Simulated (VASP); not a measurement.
Input:

```xyz
3
Lattice="0.0000 2.6688 2.6688 2.6688 0.0000 2.6688 2.6688 2.6688 0.0000" Properties=species:S:1:pos:R:3 pbc="T T T"
Ca     2.6688     2.6688     5.3377
F      1.3344     1.3344     1.3344
F      4.0033     4.0033     4.0033
```

Calculation: LDA (Ceperley-Alder, Perdew-Zunger), VASP's LDA PAW potentials (set 64) (plane waves; VASP). Numerical set-up: 520 eV cut-off, Gaussian smearing of 0.050 eV, potentials Ca_sv F.

Task: Give the energies of bands 7 to 15 at the high-symmetry points, in eV from the valence-band maximum.

Result: 
```csv
band,Γ,X,U,L,W
7,-2.40,-3.05,-2.73,-1.74,-2.51
8,-2.40,-1.77,-1.90,-1.74,-2.35
9,-2.40,-1.77,-1.63,-1.41,-1.14
10,-0.27,-0.42,-0.74,-1.36,-1.14
11,-0.27,-0.42,-0.48,-0.90,-0.33
12,-0.27,0.00,-0.11,-0.90,-0.10
13,7.32,8.04,8.32,9.54,8.40
14,9.28,9.82,10.03,9.54,9.98
15,9.28,10.38,10.05,10.10,10.26
```

The gap is indirect, 7.31 eV, from the valence maximum at X to the conduction minimum at Γ.

Measured: gap 11.80 eV (computed value off by -4.49 eV), as given by E. Cadelano et al., The European Physical Journal B (2011), arXiv:1107.5962.

The compound is CaF2 in the fluorite structure. It was relaxed first, which changed the volume by -7 %.
